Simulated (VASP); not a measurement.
RbMg2 under changes of volume

One of the cells (43.037 Å³/atom); the others are scaled copies at fixed shape and fractional positions:

```xyz
6
Lattice="1.9352 -13.7154 0.0000 1.9352 13.7154 0.0000 0.0000 0.0000 4.8644" Properties=species:S:1:pos:R:3 pbc="T T T"
Rb    1.9352   -4.7413    1.2161
Rb    1.9352    4.7413    3.6483
Mg    1.9352    1.3380    1.2161
Mg    1.9352   12.5496    1.2161
Mg    1.9352  -12.5496    3.6483
Mg    1.9352   -1.3380    3.6483
```

The cell comes from a database or a generator and needn't be the stable form of this composition.

| Item | Value |
| --- | --- |
| Program | VASP 6.6.1 |
| Functional | PBE |
| Potentials or basis | VASP PAW PBE potentials, release 64 (Rb_sv, Mg) |
| Cutoff | 520 eV |
| k mesh | 7 × 7 × 6 |
| Occupations | fermi-dirac, width 0.05 eV |
| Spin | no spin polarisation |

```csv
volume (Å³/atom),energy over the lowest point (meV/atom),pressure (GPa),largest force (eV/Å)
39.662,5.95,0.9,0.099
40.506,2.15,0.6,0.066
41.350,0.00,0.3,0.043
43.037,?,?,?
43.881,1.96,-0.5,0.083
44.725,4.97,-0.7,0.096
```

Problem. What does the run at 43.037 Å³/atom give?

Solution. Energy over the lowest point 0.04 meV/atom; pressure -0.3 GPa; largest force 0.071 eV/Å.

Worked out: A Birch-Murnaghan fit of order 3 (a polynomial in V^(-2/3)) to the other rows has its minimum at 42.17 Å³/atom with B0 = V·E''(V) = 12.8 GPa and B' = 4.1 at fixed shape and positions, which overstates the stiffness. It gives 0.05 meV/atom at 43.037 Å³/atom, against the run's 0.04, and -dE/dV = -0.3 GPa, against -0.3.

Energies are extrapolated to zero smearing.
